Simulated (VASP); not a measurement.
```yaml
crystal:
  lattice:
    - [3.27691, 0.00000, 0.00000]
    - [0.00000, 3.27691, 0.00000]
    - [0.00000, 0.00000, 3.27691]
  atoms:
    - { symbol: Hf, position: [0.00000, 0.00000, 0.00000] }
    - { symbol: Pd, position: [0.50000, 0.50000, 0.50000] }
```

Level of theory: PBEsol GGA, VASP's PBE PAW potentials (set 64) (plane waves; VASP). Settings: 400 eV cut-off, 10×10×10 Γ-centred mesh, first-order Methfessel-Paxton smearing of 0.10 eV, potentials Hf_pv Pd.

Unless said otherwise, spin-orbit coupling is left out, though it shifts the bands of the heavy elements here.

### Question
Estimate the energy per atom (σ→0), band gap (on the k-mesh) with the smallest direct gap where there is one.

### Answer

```yaml
band gap (on the k-mesh): none (metal, semimetal or under 0.01 eV)
energy per atom (σ→0): -855.7 kJ/mol of atoms
```

Total energies compare only between runs with the same potentials, cut-off and functional.

The structure comes from a computed database's HfPd entry (Pm-3m); how it stands against other phases isn't given here. It was relaxed first. The start is the result of an earlier pass.
